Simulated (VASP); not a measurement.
Runs of VASP 6.6.1 on Rh. Symmetry: Fm-3m, No. 225, cubic system. Conventional cell: a = 3.806 Å, b = 3.806 Å, c = 3.806 Å, α = 90.00°, β = 90.00°, γ = 90.00°. Around Rh (site symmetry m-3m) lie 12 Rh at 2.69 Å. 

```csv
task,level,potentials or basis,cell,k mesh,cutoff (eV),mesh quality,gap on the mesh (eV),pressure (GPa),relaxed volume (Å³/atom)
relaxation of cell and atoms,PBEsol,"VASP PAW PBE potentials, release 64 (Rh)",relaxed,18 × 18 × 18,580,not flagged,none,0.0,13.45
relaxation of cell and atoms,RPBE,"VASP PAW PBE potentials, release 64 (Rh_pv)",relaxed,18 × 18 × 18,600,not flagged,none,0.0,14.31
single point,PBEsol,"VASP PAW PBE potentials, release 64 (Rh_pv)",as given,18 × 18 × 18,520,not flagged,none,(b),-
relaxation of cell and atoms,PBEsol,"VASP PAW PBE potentials, release 64 (Rh_pv)",relaxed,18 × 18 × 18,600,not flagged,none,0.0,(a)
relaxation of cell and atoms,PBEsol,"VASP PAW PBE potentials, release 64 (Rh_pv)",relaxed,6 × 6 × 6,600,coarse,none,-0.1,13.57
```

Alike in all rows: no spin polarisation; smearing gaussian 0.1 eV.

Q: Fill in the values left out.

A: (a) 13.49; (b) -5.9.

Caveats: some runs use coarse meshes; the PAW data sets were made with another functional, which shifts forces and pressure a little.

A k mesh can miss the band edges, and the runs leave out spin-orbit coupling on Rh.

A gap of «none» marks a metal or a gap under the smearing width.

The runs don't all hold the same shells in valence.

Runs at the PBE level aren't shown here.
